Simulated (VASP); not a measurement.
Method: LDA (Ceperley-Alder, Perdew-Zunger), VASP's LDA PAW potentials (set 64) (plane waves; VASP 6.6.1).

VASP input:

INCAR:
```
SYSTEM = MoSeS
PREC = Accurate
ENCUT = 400
EDIFF = 1E-7
NELM = 100
ALGO = Normal
LREAL = .FALSE.
LASPH = .TRUE.
ISMEAR = 0
SIGMA = 0.01
LMAXMIX = 4
LWAVE = .FALSE.
LCHARG = .FALSE.
LOPTICS = .TRUE.
NBANDS = 93
NEDOS = 1001
CSHIFT = 0.1
```

### KPOINTS
```
Automatic mesh
0
Gamma
18 18 4
0 0 0
```

File POSCAR:
```
MoSeS
1
    3.1926739643    -0.0000000000    -0.0000000000
   -1.5963369822     2.7649364891     0.0000000000
   -0.0000000000    -0.0000000000    12.4662982859
Mo Se S
2 2 2
Direct
  0.0000000000   0.0000000000   0.2623881286
  0.0000000000   0.0000000000   0.7376118714
  0.6666670000   0.3333330000   0.8733166349
  0.3333330000   0.6666670000   0.1266833651
  0.3333330000   0.6666670000   0.3839840509
  0.6666670000   0.3333330000   0.6160159491
```

POTCAR, in this order: Mo_sv Se S (LDA.64 set). Program: vasp_std.

The run wrote:

### OSZICAR
```
       N       E                     dE             d eps       ncg     rms          rms(c)
DAV:   1     0.453402901714E+03    0.45340E+03   -0.19560E+04 26436   0.431E+02
DAV:   2    -0.306703918789E+02   -0.48407E+03   -0.45716E+03 29585   0.175E+02
DAV:   3    -0.493754688636E+02   -0.18705E+02   -0.18443E+02 30232   0.360E+01
DAV:   4    -0.494791348686E+02   -0.10367E+00   -0.10364E+00 29792   0.269E+00
DAV:   5    -0.494798707896E+02   -0.73592E-03   -0.73590E-03 29569   0.214E-01    0.325E+01
DAV:   6    -0.476994059669E+02    0.17805E+01   -0.20956E+00 29856   0.794E+00    0.109E+01
DAV:   7    -0.474118526072E+02    0.28755E+00   -0.15972E+00 28211   0.512E+00    0.894E+00
DAV:   8    -0.470217299149E+02    0.39012E+00   -0.38344E-01 28327   0.290E+00    0.156E+00
DAV:   9    -0.470039305149E+02    0.17799E-01   -0.44456E-02 29614   0.715E-01    0.396E-01
DAV:  10    -0.470033717871E+02    0.55873E-03   -0.20961E-03 29000   0.133E-01    0.237E-01
DAV:  11    -0.470033325335E+02    0.39254E-04   -0.40565E-04 28811   0.595E-02    0.575E-02
DAV:  12    -0.470033189145E+02    0.13619E-04   -0.54867E-05 28199   0.195E-02    0.342E-02
DAV:  13    -0.470033163931E+02    0.25214E-05   -0.20858E-06 29934   0.634E-03    0.134E-02
DAV:  14    -0.470033160222E+02    0.37091E-06   -0.10067E-06 30065   0.267E-03    0.471E-03
DAV:  15    -0.470033160243E+02   -0.21118E-08   -0.64051E-08 17560   0.625E-04
   1 F= -.47003316E+02 E0= -.47003316E+02  d E =-.289248E-15
 imaginary and real dielectric function
```

**OUTCAR**
```
------------------------ aborting loop because EDIFF is reached ----------------------------------------
  FORCE on cell =-STRESS in cart. coord.  units (eV):
  Direction    XX          YY          ZZ          XY          YZ          ZX
  --------------------------------------------------------------------------------------
  Total       -0.0880517     -0.0880517      0.0261837      0.0000000      0.0000000      0.0000000
  in kB       -1.2819498     -1.2819495      0.3812101      0.0000000      0.0000000      0.0000000
  external PRESSURE =      -0.7275631 kB  Pullay stress =       0.0000000 kB
  volume of cell :      110.05
      direct lattice vectors                 reciprocal lattice vectors
     3.192673964  0.000000000  0.000000000     0.313217075  0.180835980  0.000000000
    -1.596336982  2.764936489  0.000000000     0.000000000  0.361671960  0.000000000
     0.000000000  0.000000000 12.466298286     0.000000000  0.000000000  0.080216274
 POSITION                                       TOTAL-FORCE (eV/Angst)
 -----------------------------------------------------------------------------------
      0.00000      0.00000      3.27101        -0.000000     -0.000000      0.019850
      0.00000      0.00000      9.19529        -0.000000      0.000000     -0.019850
      1.59634      0.92164     10.88703        -0.000000      0.000000     -0.016673
     -0.00000      1.84329      1.57927         0.000000     -0.000000      0.016673
     -0.00000      1.84329      4.78686         0.000000     -0.000000      0.009349
      1.59634      0.92164      7.67944        -0.000000      0.000000     -0.009349
 -----------------------------------------------------------------------------------
    total drift:                                0.000000      0.000000      0.000000
  FREE ENERGIE OF THE ION-ELECTRON SYSTEM (eV)
  ---------------------------------------------------
  free  energy   TOTEN  =       -47.0033160243 eV

  energy  without entropy=      -47.0033160243  energy(sigma->0) =      -47.00331602

 plasma frequency squared (from intraband transitions) (eV^2)
  --------------------------------------------------------------------------------------
       0.000      -0.000       0.000
      -0.000       0.000      -0.000
      -0.000      -0.000       0.000

 plasma frequency squared (from interband transitions, int dw w eps(2)(w)) (eV^2)
  --------------------------------------------------------------------------------------
     546.777       0.000      -0.000       0.000      -0.000       0.000
      -0.000      -0.000     546.777       0.000      -0.000      -0.000
      -0.000      -0.000      -0.000       0.000     549.378       0.000
```
(Selected blocks of OUTCAR.)

The structure comes from a computed database's MoSeS entry (P-3m1); how it stands against other phases isn't given here. It was relaxed first, which changed the volume by -12 %.
